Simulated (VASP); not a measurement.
Given:

```
YN
1.0
    0.00000     2.40751     2.47991
    2.50151     0.00000     2.47991
    2.50151     2.40751     0.00000
Y N
1 1
Direct
  0.00000   0.00000   0.00000
  0.49472   0.50528   0.50528
```

Method: PBE GGA, VASP's PBE PAW potentials (set 64) (plane waves; VASP). Run with 520 eV cut-off, 5×5×5 Γ-centred mesh, Gaussian smearing of 0.050 eV, potentials Y_sv N.

Problem. Predict the energy per atom (σ→0), pressure.

Solution. 
```yaml
energy per atom (σ→0): -9095 meV/atom
pressure: -1.29 GPa
```

Only differences to runs with the same potentials and settings are physical.

The compound is YN in the rock salt structure. The cell was not relaxed at this level, atoms are displaced from their ideal sites. The k-mesh is coarse (spacing up to 0.44 per Å, 2π included), so the numbers may not be converged in it. The run is one of a series of settings (KPOINTS 5×5×5 Γ-centred mesh against the base run), some of them coarse on purpose.
